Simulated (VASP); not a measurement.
Energy against volume of LiF (rock salt). Computed with revPBE GGA, VASP's PBE PAW potentials (set 64) (plane waves; VASP). Settings: 520 eV cut-off, 11×11×11 Γ-centred mesh, Gaussian smearing of 0.050 eV, potentials Li_sv F.

| V (Å³/atom) | E (eV/atom) |
|---|---|
| 8.275 | -4.60195 |
| 8.539 | -4.60803 |
| 8.803 | -4.61057 |
| 9.067 | -4.61006 |

Problem. Fit these four points and predict the energy of the run at 9.331 Å³/atom.

Solution. A cubic in V^(−2/3), the third-order Birch-Murnaghan form, passes through the four points with V0 = 8.89 Å³/atom and B0 = 59 GPa, and gives -4.6069 eV/atom there. The run gave -4.6069 eV/atom, +0.0 meV/atom from the fit; all five points give B0 = 59 GPa.

The compound is LiF in the rock salt structure. It was relaxed first, which changed the volume by +9 %.
